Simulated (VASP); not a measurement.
Consider the following.

```
MoS2
1.0
    1.59549    -2.76346     0.00000
    1.59549     2.76346     0.00000
    0.00000     0.00000    14.59052
Mo S
2 4
Direct
  0.33333   0.66667   0.25000
  0.66667   0.33333   0.75000
  0.33333   0.66667   0.85707
  0.66667   0.33333   0.35707
  0.66667   0.33333   0.14293
  0.33333   0.66667   0.64293
```

Calculation: PW91 GGA, VASP's PBE PAW potentials (set 64) (plane waves; VASP). Numerical set-up: 520 eV cut-off, Gaussian smearing of 0.050 eV, potentials Mo_sv S.

Without a dispersion term in the relaxation, distances and binding between the weakly bound layers, chains or molecules are unreliable, and so is what depends on them.

Question: Give the energies of bands 17 to 30 at the high-symmetry points, in eV from the valence-band maximum.

Answer: 
```json
[
 {"band": "17", "Γ": "-2.84", "M": "-4.32", "K": "-4.26", "A": "-2.84", "L": "-4.27", "H": "-4.25"},
 {"band": "18", "Γ": "-2.84", "M": "-4.22", "K": "-4.23", "A": "-2.84", "L": "-4.27", "H": "-4.25"},
 {"band": "19", "Γ": "-2.30", "M": "-3.39", "K": "-3.77", "A": "-2.01", "L": "-3.38", "H": "-3.78"},
 {"band": "20", "Γ": "-1.75", "M": "-3.38", "K": "-3.77", "A": "-2.01", "L": "-3.38", "H": "-3.78"},
 {"band": "21", "Γ": "-1.75", "M": "-2.11", "K": "-3.08", "A": "-1.75", "L": "-2.10", "H": "-3.07"},
 {"band": "22", "Γ": "-1.75", "M": "-2.09", "K": "-3.08", "A": "-1.75", "L": "-2.10", "H": "-3.07"},
 {"band": "23", "Γ": "-1.75", "M": "-1.23", "K": "-2.38", "A": "-1.75", "L": "-1.22", "H": "-2.39"},
 {"band": "24", "Γ": "-1.65", "M": "-1.22", "K": "-2.38", "A": "-1.75", "L": "-1.22", "H": "-2.39"},
 {"band": "25", "Γ": "-0.42", "M": "-0.85", "K": "-0.27", "A": "-0.17", "L": "-0.85", "H": "-0.26"},
 {"band": "26", "Γ": "0.00", "M": "-0.85", "K": "-0.25", "A": "-0.17", "L": "-0.85", "H": "-0.26"},
 {"band": "27", "Γ": "2.50", "M": "1.97", "K": "1.40", "A": "2.50", "L": "1.97", "H": "1.40"},
 {"band": "28", "Γ": "2.50", "M": "1.97", "K": "1.40", "A": "2.50", "L": "1.97", "H": "1.40"},
 {"band": "29", "Γ": "2.50", "M": "2.45", "K": "2.72", "A": "2.50", "L": "2.48", "H": "2.82"},
 {"band": "30", "Γ": "2.50", "M": "2.51", "K": "2.94", "A": "2.50", "L": "2.48", "H": "2.83"}
]
```

The gap is indirect, 1.40 eV, from the valence maximum at Γ to the conduction minimum at K.

Measured: gap 1.29 eV (computed value off by +0.11 eV), as given by Wei Chen et al., Physical Review Materials (2018), doi:10.1103/physrevmaterials.2.073803.

The compound is MoS2 in the 2H layered structure. It was relaxed first, which changed the volume by +21 %.
